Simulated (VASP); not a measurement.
Input:

```
AgTc3
1.0
    0.00000     3.37825     3.37825
    3.37825     0.00000     3.37825
    3.37825     3.37825     0.00000
Ag Tc
1 3
Direct
  0.00000   0.00000   0.00000
  0.50000   0.50000   0.50000
  0.25000   0.25000   0.25000
  0.75000   0.75000   0.75000
```

Method: PBE GGA, VASP's PBE PAW potentials (set 64) (plane waves; VASP). Settings: 300 eV cut-off, 7×7×7 Γ-centred mesh, Fermi-Dirac smearing of 0.10 eV, potentials Ag Tc_pv.

Give the energies of bands 16 to 29 at the high-symmetry points, in eV from the Fermi level.

```json
[
 {"band": "16", "Γ": "-2.32", "X": "-3.38", "U": "-3.05", "L": "-3.77", "W": "-2.92"},
 {"band": "17", "Γ": "-2.32", "X": "-2.15", "U": "-2.61", "L": "-2.56", "W": "-2.92"},
 {"band": "18", "Γ": "-2.32", "X": "-2.00", "U": "-2.33", "L": "-2.56", "W": "-2.13"},
 {"band": "19", "Γ": "-1.90", "X": "-2.00", "U": "-1.90", "L": "-2.34", "W": "-1.86"},
 {"band": "20", "Γ": "-1.90", "X": "-1.84", "U": "-1.79", "L": "-2.31", "W": "-1.60"},
 {"band": "21", "Γ": "-1.83", "X": "-1.56", "U": "-1.66", "L": "-2.31", "W": "-1.46"},
 {"band": "22", "Γ": "-1.83", "X": "-0.80", "U": "-1.15", "L": "-0.83", "W": "-1.46"},
 {"band": "23", "Γ": "-1.83", "X": "-0.80", "U": "-0.60", "L": "-0.83", "W": "-0.80"},
 {"band": "24", "Γ": "0.58", "X": "-0.56", "U": "-0.40", "L": "-0.22", "W": "-0.80"},
 {"band": "25", "Γ": "0.58", "X": "0.20", "U": "-0.32", "L": "-0.22", "W": "-0.07"},
 {"band": "26", "Γ": "1.02", "X": "0.39", "U": "0.21", "L": "0.18", "W": "0.34"},
 {"band": "27", "Γ": "1.02", "X": "0.81", "U": "0.29", "L": "0.51", "W": "0.79"},
 {"band": "28", "Γ": "1.09", "X": "0.88", "U": "0.29", "L": "0.51", "W": "0.83"},
 {"band": "29", "Γ": "1.09", "X": "0.88", "U": "1.20", "L": "0.87", "W": "0.83"}
]
```

It has no gap at this level: it comes out as a metal or semimetal.

The structure was generated: Tc3Ag was put into an ordered model structure, which need not be its known phase. The cell was not relaxed at this level.
